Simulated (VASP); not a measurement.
Input:

```
Ru3C
1.0
    0.00000     3.14980     3.14980
    3.14980     0.00000     3.14980
    3.14980     3.14980     0.00000
C Ru
1 3
Cartesian
  0.00000   0.00000   0.00000
  3.14980   3.14980   3.14980
  1.57490   1.57490   1.57490
  4.72470   4.72470   4.72470
```

Computed with PBE GGA, VASP's PBE PAW potentials (set 64) (plane waves; VASP). Run with 600 eV cut-off, 6×6×6 Γ-centred mesh, Gaussian smearing of 0.050 eV, potentials C Ru_pv.

Question: Give the stress tensor in GPa (positive for a compressed cell).

Answer: 
```
-36.14    0.00    0.00
  0.00  -36.14    0.00
  0.00    0.00  -36.14
```
The pressure is its mean diagonal, -36.14 GPa.

The structure was generated: Ru3C was put into the D03 type (Fm-3m), which need not be its known phase. The cell was not relaxed at this level. The run is one of a series of settings (ENCUT = 600 against the base run), some of them coarse on purpose.
